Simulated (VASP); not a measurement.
Given:

```yaml
crystal:
  lattice:
    - [0.00000, 3.27031, 3.27031]
    - [3.27031, 0.00000, 3.27031]
    - [3.27031, 3.27031, 0.00000]
  atoms:
    - { symbol: Hg, position: [0.00000, 0.00000, 0.00000] }
    - { symbol: Te, position: [0.25000, 0.25000, 0.25000] }
```

Level of theory: r2SCAN+rVV10, VASP's PBE PAW potentials (set 64) (plane waves; VASP). Settings: 520 eV cut-off, 11×11×11 Γ-centred mesh, tetrahedra with Blöchl corrections, potentials Hg Te.

Unless said otherwise, spin-orbit coupling is left out, though it shifts the bands of the heavy elements here.

### Question
What does the run give for the energy per atom (σ→0), band gap (over mesh and band path) with the smallest direct gap where there is one?

### Answer

band gap (over mesh and band path): none (metal, semimetal or under 0.01 eV)
energy per atom (σ→0): -37.314 eV/atom

Total energies compare only between runs with the same potentials, cut-off and functional.

The compound is HgTe in the zinc blende structure. It was relaxed first.
